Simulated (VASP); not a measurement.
Level of theory: r2SCAN meta-GGA, VASP's PBE PAW potentials (set 64) (plane waves; VASP 6.6.1).

Gaps are without spin-orbit coupling.

Question: Order these relaxed crystals by band gap, smallest first: BaTiO3, Amm2 (38); TlIO3, R3m (160); Si, Fd-3m (227); Rb2H4Pt, P4_2/mnm (136).

Answer: Si, Fd-3m (227) (0.80 eV), BaTiO3, Amm2 (38) (2.56 eV), TlIO3, R3m (160) (3.05 eV), Rb2H4Pt, P4_2/mnm (136) (3.62 eV)
